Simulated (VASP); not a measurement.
# Driving VASP from ASE on Nb2InC, part 2 of 4

Do ASE scripts that read Nb2InC from different structure formats give one answer, and do several routes find one equilibrium volume? All runs use r2SCAN. Left out of this account: at least 1 further run (fields: a reference on another mesh). The start is a computed cell from the Materials Project.

VASP 6.6.1; r2SCAN; plane waves and PAW (Nb_sv, In_d, C).

So far. Step 2 (Total energy, forces and stress (r2SCAN, through ASE)): The pressure is -2.36 GPa and the largest force 0.295 eV/Å, so the cell is not at a minimum at these settings.

### 3. Self-consistent run (r2SCAN, through ASE)

The single point through ASE, with the structure read from a CIF with its space group. The mesh changes to 8×8×2, so this is no clean test of the format.

run.py

```python
import numpy as np
from ase.calculators.vasp import Vasp
from ase.io import read
from ase.dft.bandgap import bandgap

atoms = read('Nb2InC.cif')

calc = Vasp(
    xc='r2scan',
    pp='PBE',
    prec='Accurate',
    encut=520,
    ediff=1e-06,
    nelm=100,
    ismear=-1,
    sigma=0.05,
    lreal=False,
    algo='Normal',
    lasph=True,
    nbands=53,
    lorbit=11,
    lwave=False,
    lcharg=False,
    kpar=8,
    isif=2,
    pp_version='64',
    setups={'Nb': '_sv', 'In': '_d', 'C': ''},
    kpts=(8, 8, 2),
    gamma=True,
    txt='vasp.out',
)
atoms.calc = calc

print("energy (eV):", round(atoms.get_potential_energy(), 6))
print("Fermi level (eV):", round(calc.get_fermi_level(), 4))
print("forces (eV/A):")
print(np.round(atoms.get_forces(), 4))
print("stress (GPa, Voigt, tension positive):", np.round(atoms.get_stress() * 160.21766, 3))
gap, p1, p2 = bandgap(calc, direct=False)
print("gap on the mesh (eV):", round(gap, 4))
```

Nb2InC.cif

```cif
data_Nb2InC
_cell_length_a 3.19376017
_cell_length_b 3.19376017
_cell_length_c 14.45404753
_cell_angle_alpha 90.00000000
_cell_angle_beta 90.00000000
_cell_angle_gamma 120.00000000
_space_group_name_H-M_alt 'P6_3/mmc'
_space_group_name_Hall '-P 6c 2c'
_space_group_IT_number 194
loop_
_space_group_symop_operation_xyz
'x,y,z'
'-x,-y,-z'
'x-y,x,z+1/2'
'-x+y,-x,-z+1/2'
'-y,x-y,z'
'y,-x+y,-z'
'-x,-y,z+1/2'
'x,y,-z+1/2'
'-x+y,-x,z'
'x-y,x,-z'
'y,-x+y,z+1/2'
'-y,x-y,-z+1/2'
'-y,-x,-z+1/2'
'y,x,z+1/2'
'-x,-x+y,-z'
'x,x-y,z'
'-x+y,y,-z+1/2'
'x-y,-y,z+1/2'
'y,x,-z'
'-y,-x,z'
'x,x-y,-z+1/2'
'-x,-x+y,z+1/2'
'x-y,-y,-z'
'-x+y,y,z'
loop_
_atom_site_label
_atom_site_type_symbol
_atom_site_symmetry_multiplicity
_atom_site_Wyckoff_symbol
_atom_site_fract_x
_atom_site_fract_y
_atom_site_fract_z
_atom_site_occupancy
Nb1 Nb 4 f 0.6666666667 0.3333333333 0.9166927100 1
In1 In 2 d 0.6666666667 0.3333333333 0.2500000000 1
C1 C 2 a 0.0000000000 0.0000000000 0.0000000000 1
```

The projector-augmented-wave data sets are Nb_sv, In_d and C (PBE family, release 64).

Run with:

```
> export ASE_VASP_COMMAND="mpirun -np 8 vasp_std"
> python run.py
```

What it wrote:

```text
energy (eV): -168.629432
Fermi level (eV): 10.9448
forces (eV/A):
[[-0.     0.     0.519]
 [ 0.    -0.    -0.519]
 [ 0.    -0.     0.519]
 [-0.     0.    -0.519]
 [ 0.    -0.     0.   ]
 [-0.    -0.     0.   ]
 [ 0.    -0.     0.   ]
 [ 0.    -0.     0.   ]]
stress (GPa, Voigt, tension positive): [ 2.397  2.397  2.396 -0.    -0.     0.   ]
gap on the mesh (eV): 0.0
```

The job ended after 39 s (8 MPI ranks of Intel Xeon 6975P-C (Granite Rapids), shared host; peak memory 2.7 GiB).

The INCAR that ASE wrote:

```
ENCUT = 520.000000
SIGMA = 0.050000
EDIFF = 1.00e-06
ALGO = Normal
METAGGA = R2SCAN
PREC = Accurate
ISIF = 2
ISMEAR = -1
KPAR = 8
LORBIT = 11
NBANDS = 53
NELM = 100
LASPH = .TRUE.
LCHARG = .FALSE.
LWAVE = .FALSE.
LREAL = .FALSE.
```

ASE turned this into the KPOINTS:

```
KPOINTS created by Atomic Simulation Environment
0
Gamma
8 8 2
0 0 0
```

VASP's own log, vasp.out:

```text
[banner, memory and clock lines left out]
running    8 mpi-ranks, on    1 nodes
 distrk:  each k-point on    1 cores,    8 groups
 distr:  one band on    1 cores,    1 groups

 POSCAR found type information on POSCAR NbInC
 POSCAR found :  3 types and       8 ions
 [... a notice as in an earlier step ...]

 [... a notice as in an earlier step ...]

 LDA part: xc-table for (None), standard interpolation
 POSCAR, INCAR and KPOINTS ok, starting setup
 FFT: planning ... GRIDC
 FFT: planning ... GRID_SOFT
 FFT: planning ... GRID
 WAVECAR not read
 entering main loop
       N       E                     dE             d eps       ncg     rms          rms(c)
DAV:   1     0.122406243500E+04    0.12241E+04   -0.43367E+04  2125   0.209E+03
DAV:   2     0.511243828910E+01   -0.12189E+04   -0.11886E+04  2144   0.720E+02
DAV:   3    -0.184923250340E+03   -0.19004E+03   -0.18402E+03  2958   0.265E+02
DAV:   4    -0.205915488674E+03   -0.20992E+02   -0.20607E+02  3608   0.819E+01
DAV:   5    -0.207284669386E+03   -0.13692E+01   -0.13618E+01  4000   0.172E+01    0.252E+01
DAV:   6    -0.168002904969E+03    0.39282E+02   -0.48341E+01  3216   0.464E+01    0.965E+00
DAV:   7    -0.168566142141E+03   -0.56324E+00   -0.34649E+00  2928   0.987E+00    0.312E+00
DAV:   8    -0.168605911869E+03   -0.39770E-01   -0.26493E-01  3504   0.247E+00    0.196E+00
DAV:   9    -0.168635451910E+03   -0.29540E-01   -0.64487E-02  3104   0.147E+00    0.439E-01
DAV:  10    -0.168639030899E+03   -0.35790E-02   -0.16888E-02  3904   0.603E-01    0.293E-01
DAV:  11    -0.168639367070E+03   -0.33617E-03   -0.12113E-03  3216   0.195E-01    0.156E-01
DAV:  12    -0.168639459509E+03   -0.92439E-04   -0.32607E-04  2928   0.111E-01    0.233E-02
DAV:  13    -0.168639451796E+03    0.77127E-05   -0.44097E-05  3216   0.426E-02    0.295E-02
DAV:  14    -0.168639452712E+03   -0.91618E-06   -0.29719E-06  2176   0.106E-02
   1 F= -.16863945E+03 E0= -.16862943E+03  d E =-.200416E-01
```

Parts of OUTCAR (step 3):

```text
  LATTYP: Found a hexagonal cell.
 ALAT       =     3.1937601700
 C/A-ratio  =     4.5257147565

 Found     20 irreducible k-points:

   k-points           NKPTS =     20   k-points in BZ     NKDIM =     20   number of bands    NBANDS=     53

   NELECT =      86.0000    total number of electrons

 E-fermi :  10.9448

 k-point     1 :       0.0000    0.0000    0.0000
  band No.  band energies     occupation
    ...
     40      10.0652      2.00000
     41      10.4190      1.99995
     42      10.4190      1.99995
     43      10.4287      1.99993
     44      10.4287      1.99993
     45      11.8049      0.00000
     46      11.8049      0.00000
     47      11.9222      0.00000
     48      11.9222      0.00000
     49      13.0268      0.00000
    ...

 k-point     2 :       0.1250   -0.0000    0.0000
  band No.  band energies     occupation
    ...
     40       9.8299      2.00000
     41       9.9671      2.00000
     42      10.2690      2.00000
     43      10.6925      1.98723
     44      10.7148      1.98010
     45      11.1077      0.07407
     46      11.6058      0.00000
     47      11.6810      0.00000
     48      11.8498      0.00000
     49      13.0571      0.00000
    ...

  Total       -1.9103306     -1.9103306     -1.9097980     -0.0000000      0.0000000      0.0000000
  in kB      -23.9714550    -23.9714550    -23.9647716     -0.0000000      0.0000000      0.0000000
  external PRESSURE =     -23.9692272 kB  Pullay stress =       0.0000000 kB

 POSITION                                       TOTAL-FORCE (eV/Angst)
 -----------------------------------------------------------------------------------
      1.59688      0.92196     13.24992        -0.000000      0.000000      0.518992
     -0.00000      1.84392      1.20413         0.000000     -0.000000     -0.518992
      0.00000      1.84392      6.02290         0.000000     -0.000000      0.518992
      1.59688      0.92196      8.43115        -0.000000      0.000000     -0.518992
      1.59688      0.92196      3.61351         0.000000     -0.000000      0.000000
     -0.00000      1.84392     10.84054        -0.000000     -0.000000      0.000000
      0.00000      0.00000      0.00000         0.000000     -0.000000      0.000000
      0.00000      0.00000      7.22702         0.000000     -0.000000      0.000000
 -----------------------------------------------------------------------------------
    total drift:                                0.000000     -0.000000      0.000000

  FREE ENERGIE OF THE ION-ELECTRON SYSTEM (eV)
  ---------------------------------------------------
  free  energy   TOTEN  =      -168.6394527122 eV

  energy  without entropy=     -168.6194111612  energy(sigma->0) =     -168.62943194

 total charge
# of ion       s       p       d       tot
------------------------------------------
    1        2.159   6.039   2.413  10.611
    2        2.159   6.039   2.413  10.611
    3        2.159   6.039   2.413  10.611
    4        2.159   6.039   2.413  10.611
    5        0.886   0.845   9.861  11.592
    6        0.886   0.845   9.861  11.592
    7        0.900   1.519   0.000   2.419
    8        0.900   1.519   0.000   2.419
--------------------------------------------------
tot         12.207  28.884  29.374  70.466

[... 5 parts as in an earlier step ...]

[... 7 further parts left out ...]
```

The k-mesh is coarse for a metal.

Numbers from this step:

| Item | Value |
| --- | --- |
| SCF cycles | 14 |
| irreducible k-points | 20 |
| free energy (TOTEN) | -168.6395 eV |
| energy at zero smearing | -168.6294 eV |
| Fermi energy | 10.94 eV |
| pressure | -2.397 GPa |

Force by atom:

| atom | x (eV/Å) | y (eV/Å) | z (eV/Å) | size |
| --- | --- | --- | --- | --- |
| Nb1 | 0.000 | 0.000 | 0.519 | 0.519 |
| Nb2 | 0.000 | 0.000 | -0.519 | 0.519 |
| Nb3 | 0.000 | 0.000 | 0.519 | 0.519 |
| Nb4 | 0.000 | 0.000 | -0.519 | 0.519 |
| In5 | 0.000 | 0.000 | 0.000 | 0.000 |
| In6 | 0.000 | 0.000 | 0.000 | 0.000 |
| C7 | 0.000 | 0.000 | 0.000 | 0.000 |
| C8 | 0.000 | 0.000 | 0.000 | 0.000 |

The energy lies -2.65 meV an atom from the first script, on another mesh.

### 4. Relaxing cell and atoms (r2SCAN, through ASE)

The start need not lie at this functional's minimum. ISIF = 3 frees volume, shape and positions, and EDIFFG sets the threshold on forces and stress at which the search stops.

run.py

```python
import numpy as np
from ase.calculators.vasp import Vasp
from ase import Atoms

atoms = Atoms(['Nb', 'Nb', 'Nb', 'Nb', 'In', 'In', 'C', 'C'],
              cell=[[3.19376017, 0.0, 0.0], [-1.59688008, 2.76587744, 0.0], [0.0, 0.0, 14.45404753]],
              scaled_positions=[[0.66666667, 0.33333333, 0.91669271], [0.33333333, 0.66666667, 0.08330729], [0.33333333, 0.66666667, 0.41669271], [0.66666667, 0.33333333, 0.58330729], [0.66666667, 0.33333333, 0.25], [0.33333333, 0.66666667, 0.75], [0.0, 0.0, 0.0], [0.0, 0.0, 0.5]],
              pbc=True)

calc = Vasp(
    xc='r2scan',
    pp='PBE',
    prec='Accurate',
    encut=520,
    ediff=1e-06,
    nelm=100,
    ismear=-1,
    sigma=0.05,
    lreal=False,
    algo='Normal',
    lasph=True,
    nbands=53,
    lorbit=11,
    lwave=False,
    lcharg=False,
    kpar=8,
    ibrion=2,
    nsw=60,
    isif=3,
    ediffg=-0.01,
    pp_version='64',
    setups={'Nb': '_sv', 'In': '_d', 'C': ''},
    kpts=(11, 11, 2),
    gamma=True,
    txt='vasp.out',
)
atoms.calc = calc

print("energy (eV):", round(atoms.get_potential_energy(), 6))
print("Fermi level (eV):", round(calc.get_fermi_level(), 4))
print("forces (eV/A):")
print(np.round(atoms.get_forces(), 4))
print("stress (GPa, Voigt, tension positive):", np.round(atoms.get_stress() * 160.21766, 3))
print("cell (A, degrees):", np.round(atoms.cell.cellpar(), 4))
print("volume (A^3):", round(atoms.get_volume(), 4))
print("positions:")
print(np.round(atoms.get_scaled_positions(), 5))
```

What it wrote:

```text
energy (eV): -168.622411
Fermi level (eV): 11.031
forces (eV/A):
[[ 0.     -0.     -0.0027]
 [-0.      0.      0.0027]
 [ 0.      0.     -0.0027]
 [ 0.     -0.      0.0027]
 [ 0.     -0.      0.    ]
 [-0.     -0.      0.    ]
 [ 0.     -0.      0.    ]
 [ 0.     -0.      0.    ]]
stress (GPa, Voigt, tension positive): [ 0.016  0.016  0.018 -0.     0.     0.   ]
cell (A, degrees): [  3.1798   3.1798  14.4411  90.      90.     120.    ]
volume (A^3): 126.4544
positions:
[[0.66667 0.33333 0.9173 ]
 [0.33333 0.66667 0.0827 ]
 [0.33333 0.66667 0.4173 ]
 [0.66667 0.33333 0.5827 ]
 [0.66667 0.33333 0.25   ]
 [0.33333 0.66667 0.75   ]
 [0.      0.      0.     ]
 [0.      0.      0.5    ]]
```

Run time: 3.5 min. Hardware: 8 MPI ranks; peak memory 3.3 GiB; 27 min of CPU time.

The INCAR that ASE wrote:

```
ENCUT = 520.000000
SIGMA = 0.050000
EDIFF = 1.00e-06
EDIFFG = -1.00e-02
ALGO = Normal
METAGGA = R2SCAN
PREC = Accurate
IBRION = 2
ISIF = 3
ISMEAR = -1
KPAR = 8
LORBIT = 11
NBANDS = 53
NELM = 100
NSW = 60
LASPH = .TRUE.
LCHARG = .FALSE.
LWAVE = .FALSE.
LREAL = .FALSE.
```

ASE turned this into the KPOINTS:

```
KPOINTS created by Atomic Simulation Environment
0
Gamma
11 11 2
0 0 0
```

vasp.out:

```text
[... set-up lines as in an earlier step ...]
 entering main loop
       N       E                     dE             d eps       ncg     rms          rms(c)
DAV:   1     0.122871915378E+04    0.12287E+04   -0.43297E+04  3392   0.209E+03
DAV:   2     0.135864269451E+02   -0.12151E+04   -0.11853E+04  3400   0.722E+02
DAV:   3    -0.183419369174E+03   -0.19701E+03   -0.19066E+03  4681   0.270E+02
DAV:   4    -0.205655592396E+03   -0.22236E+02   -0.21825E+02  5680   0.847E+01
DAV:   5    -0.207258058626E+03   -0.16025E+01   -0.15924E+01  6448   0.184E+01    0.252E+01
DAV:   6    -0.167992223042E+03    0.39266E+02   -0.48247E+01  5136   0.464E+01    0.977E+00
DAV:   7    -0.168547031348E+03   -0.55481E+00   -0.34665E+00  4688   0.994E+00    0.308E+00
DAV:   8    -0.168588636288E+03   -0.41605E-01   -0.28545E-01  5632   0.251E+00    0.199E+00
DAV:   9    -0.168618028645E+03   -0.29392E-01   -0.59519E-02  4984   0.147E+00    0.484E-01
DAV:  10    -0.168622212548E+03   -0.41839E-02   -0.14178E-02  6096   0.564E-01    0.312E-01
DAV:  11    -0.168622738410E+03   -0.52586E-03   -0.13803E-03  5136   0.218E-01    0.118E-01
DAV:  12    -0.168622760554E+03   -0.22145E-04   -0.28233E-04  5488   0.873E-02    0.167E-02
DAV:  13    -0.168622760370E+03    0.18404E-06   -0.20290E-05  4424   0.231E-02    0.195E-02
DAV:  14    -0.168622759267E+03    0.11038E-05   -0.40341E-06  3720   0.113E-02    0.510E-03
DAV:  15    -0.168622758447E+03    0.81991E-06   -0.67507E-07  2776   0.721E-03
   1 F= -.16862276E+03 E0= -.16860824E+03  d E =-.168623E+03
 curvature:   0.00 expect dE= 0.000E+00 dE for cont linesearch  0.000E+00
 trial: gam= 0.00000 g(F)=  0.168E-01 g(S)=  0.647E-01 ort = 0.000E+00 (trialstep = 0.100E+01)
 search vector abs. value=  0.814E-01
 bond charge predicted
       N       E                     dE             d eps       ncg     rms          rms(c)
DAV:   1    -0.169286230692E+03   -0.66347E+00   -0.31877E+01  4064   0.520E+01    0.667E+00
DAV:   2    -0.168708250408E+03    0.57798E+00   -0.33459E+00  5062   0.165E+01    0.271E+00
DAV:   3    -0.168575322581E+03    0.13293E+00   -0.49527E-01  5680   0.538E+00    0.119E+00
DAV:   4    -0.168575289789E+03    0.32793E-04   -0.77483E-02  5792   0.115E+00    0.520E-01
DAV:   5    -0.168578649425E+03   -0.33596E-02   -0.25783E-02  5712   0.909E-01    0.381E-01
DAV:   6    -0.168581057507E+03   -0.24081E-02   -0.56994E-03  6320   0.305E-01    0.180E-01
DAV:   7    -0.168581913884E+03   -0.85638E-03   -0.20047E-03  5776   0.228E-01    0.373E-02
DAV:   8    -0.168581936946E+03   -0.23061E-04   -0.21596E-04  5664   0.770E-02    0.135E-02
DAV:   9    -0.168581941157E+03   -0.42111E-05   -0.24226E-05  4840   0.223E-02    0.146E-02
DAV:  10    -0.168581937066E+03    0.40905E-05   -0.24205E-06  3096   0.113E-02    0.607E-03
DAV:  11    -0.168581935592E+03    0.14739E-05   -0.14830E-06  2584   0.798E-03    0.270E-03
DAV:  12    -0.168581935402E+03    0.19004E-06   -0.33203E-07  2320   0.496E-03
   2 F= -.16858194E+03 E0= -.16856662E+03  d E =0.408230E-01
[...]
3 F= -.16863668E+03 E0= -.16862183E+03  d E =-.139234E-01
[...]
4 F= -.16863755E+03 E0= -.16862245E+03  d E =-.870670E-03
[...]
5 F= -.16863742E+03 E0= -.16862212E+03  d E =-.739831E-03
 curvature:   0.51 expect dE= 0.144E-03 dE for cont linesearch  0.142E-03
 ZBRENT: interpolating
 opt :   1.1475  next Energy=  -168.637614 (dE=-0.932E-03)
 bond charge predicted
       N       E                     dE             d eps       ncg     rms          rms(c)
DAV:   1    -0.168637500311E+03   -0.78723E-04   -0.73283E-02  3936   0.202E+00    0.178E-01
DAV:   2    -0.168637669273E+03   -0.16896E-03   -0.77928E-03  4448   0.624E-01    0.787E-02
DAV:   3    -0.168637594018E+03    0.75254E-04   -0.46614E-04  4952   0.161E-01    0.391E-02
DAV:   4    -0.168637584010E+03    0.10009E-04   -0.88214E-05  5840   0.562E-02    0.138E-02
DAV:   5    -0.168637587285E+03   -0.32750E-05   -0.13967E-05  5288   0.202E-02    0.106E-02
DAV:   6    -0.168637590206E+03   -0.29211E-05   -0.17249E-06  2731   0.802E-03    0.390E-03
DAV:   7    -0.168637591609E+03   -0.14032E-05   -0.81628E-07  2392   0.773E-03    0.128E-03
DAV:   8    -0.168637591681E+03   -0.71655E-07   -0.47581E-07  2261   0.607E-03
   6 F= -.16863759E+03 E0= -.16862241E+03  d E =-.909790E-03
 curvature:  -0.22 expect dE=-0.102E-05 dE for cont linesearch -0.482E-06
 trial: gam= 0.00000 g(F)=  0.137E-05 g(S)=  0.326E-05 ort =-0.614E-04 (trialstep = 0.924E+00)
 search vector abs. value=  0.463E-05
 reached required accuracy - stopping structural energy minimisation
```

From OUTCAR (step 4):

```text
 Found     32 irreducible k-points:

   NELECT =      86.0000    total number of electrons

 E-fermi :  11.0310

 k-point     1 :       0.0000    0.0000    0.0000
  band No.  band energies     occupation
    ...
     40      10.1964      2.00000
     41      10.5183      1.99993
     42      10.5183      1.99993
     43      10.5264      1.99992
     44      10.5264      1.99992
     45      11.9511      0.00000
     46      11.9511      0.00000
     47      12.0649      0.00000
     48      12.0649      0.00000
     49      13.2088      0.00000
    ...

 k-point     2 :       0.0909    0.0000    0.0000
  band No.  band energies     occupation
    ...
     40      10.1664      2.00000
     41      10.2009      2.00000
     42      10.3229      2.00000
     43      10.6713      1.99850
     44      10.6841      1.99806
     45      11.5043      0.00015
     46      11.8230      0.00000
     47      11.8524      0.00000
     48      11.9976      0.00000
     49      13.2373      0.00000
    ...

  Total       -0.0129256     -0.0129256     -0.0143923     -0.0000000      0.0000000     -0.0000000
  in kB       -0.1637670     -0.1637670     -0.1823503     -0.0000000      0.0000000     -0.0000000
  external PRESSURE =      -0.1699614 kB  Pullay stress =       0.0000000 kB

  energy-cutoff  :      520.00
  volume of cell :      126.45
      direct lattice vectors                 reciprocal lattice vectors
     3.179813560 -0.000000000  0.000000000     0.314483847  0.181567333  0.000000000
    -1.589906775  2.753799321 -0.000000000     0.000000000  0.363134667  0.000000000
    -0.000000000 -0.000000000 14.441089608    -0.000000000  0.000000000  0.069246852

 POSITION                                       TOTAL-FORCE (eV/Angst)
 -----------------------------------------------------------------------------------
      1.58991      0.91793     13.24678         0.000000     -0.000000     -0.002664
     -0.00000      1.83587      1.19431        -0.000000      0.000000      0.002664
     -0.00000      1.83587      6.02623         0.000000      0.000000     -0.002664
      1.58991      0.91793      8.41486         0.000000     -0.000000      0.002664
      1.58991      0.91793      3.61027         0.000000     -0.000000      0.000000
     -0.00000      1.83587     10.83082        -0.000000     -0.000000      0.000000
      0.00000      0.00000      0.00000         0.000000     -0.000000      0.000000
     -0.00000     -0.00000      7.22054         0.000000     -0.000000      0.000000
 -----------------------------------------------------------------------------------
    total drift:                               -0.000024      0.000014     -0.000001

  FREE ENERGIE OF THE ION-ELECTRON SYSTEM (eV)
  ---------------------------------------------------
  free  energy   TOTEN  =      -168.6375916807 eV

  energy  without entropy=     -168.6072309324  energy(sigma->0) =     -168.62241131

 reached required accuracy - stopping structural energy minimisation

 total charge
# of ion       s       p       d       tot
------------------------------------------
    1        2.161   6.042   2.427  10.630
    2        2.161   6.042   2.427  10.630
    3        2.161   6.042   2.427  10.630
    4        2.161   6.042   2.427  10.630
    5        0.884   0.850   9.862  11.596
    6        0.884   0.850   9.862  11.596
    7        0.903   1.532   0.000   2.434
    8        0.903   1.532   0.000   2.434
--------------------------------------------------
tot         12.219  28.932  29.431  70.582

[... 6 parts as in an earlier step ...]

[... 7 further parts left out ...]
```

The run keeps the 24 symmetry operations of its start, so it cannot find a distortion of lower symmetry.

Relaxation path:

| step | energy less that of the first step (eV) | largest force (eV/Å) | pressure (GPa) | volume (Å³) |
| --- | --- | --- | --- | --- |
| 1 | 0.0000 | 0.2947 | -2.36 | 127.68 |
| 2 | 0.0408 | 0.4202 | 5.48 | 123.39 |
| 3 | -0.0139 | 0.0673 | 0.16 | 126.22 |
| 4 | -0.0148 | 0.0131 | 0.06 | 126.40 |
| 5 | -0.0147 | 0.0288 | -0.06 | 126.55 |
| 6 | -0.0148 | 0.0027 | -0.02 | 126.45 |

| conventional cell, symmetrised | before | after | change |
| --- | --- | --- | --- |
| a (Å) | 3.194 | 3.180 | -0.4 % |
| b (Å) | 3.194 | 3.180 | -0.4 % |
| c (Å) | 14.454 | 14.441 | -0.1 % |
| volume (Å³/atom) | 15.96 | 15.81 | -1.0 % |

The relaxed structure:

```
Nb In C
1.0
     3.17981    0.00000    0.00000
    -1.58991    2.75380    0.00000
     0.00000    0.00000   14.44109
Nb In C
4 2 2
Direct
  0.66667 0.33333 0.91730
  0.33333 0.66667 0.08270
  0.33333 0.66667 0.41730
  0.66667 0.33333 0.58270
  0.66667 0.33333 0.25000
  0.33333 0.66667 0.75000
  0.00000 0.00000 0.00000
  0.00000 0.00000 0.50000
```

Numbers from this step:

| Property | Result |
| --- | --- |
| irreducible k-points | 32 |
| free energy (TOTEN) | -168.6376 eV |
| energy at zero smearing | -168.6224 eV |
| Fermi energy | 11.03 eV |
| pressure | -0.01700 GPa |
| SCF cycles over all ionic steps | 58 |

It ends with a largest force of 0.003 eV/Å and a pressure of -0.02 GPa.

(Continued in part 3 of 4.)

[Lines on the potential files, build, host, timing and source positions are cut from VASP's logs without a mark.]

[Logs are printed without paths, hosts, clocks, repeated set-up lines and the standing remarks that a program may print on its own settings, such as how far it seeks lower states.]

[Hosts, paths, dates, database ids (printed as entryN), source tags and the programs' standing remarks are cut or masked in the printed files.]

[A measured line is paired with the nearest computed mode of its activity, which favours agreement.]

[In band tables of VASP the shares of atoms and orbitals are scaled to a sum of 1 inside the atoms' spheres.]
